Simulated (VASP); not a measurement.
Input of a VASP 6.6.1 run:

File INCAR:

```
PREC = Accurate ; ENCUT = 520
EDIFF = 1E-6 ; ISMEAR = 0
SIGMA = 0.1 ; LREAL = F
LASPH = T ; NELM = 100
ALGO = Normal ; ISIF = 2
LWAVE = F ; LCHARG = F
GGA = CA ; NBANDS = 11
```

File KPOINTS:

```
Automatic mesh
0
Gamma
  18 18 10
```

POSCAR

```
Si
1.0
    2.6504196337      0.0000000000      0.0000000000
   -1.3252098168      2.2953307335      0.0000000000
    0.0000000000      0.0000000000      4.5423768026
Si
2
Direct
    0.3333333333      0.6666666667      0.2500000000
    0.6666666667      0.3333333333      0.7500000000
```

Potentials or basis: VASP PAW LDA potentials, release 64 (Si).

Launch:

```bash
$ cat potpaw_LDA.64/Si/POTCAR > POTCAR
$ mpirun -np 1 vasp_std > vasp.out
```

(1) What does it give for the pressure?

(2) Predict the band gap on the k mesh.

Results:

(1) 0.1 GPa.

(2) none (metal or under the smearing width).
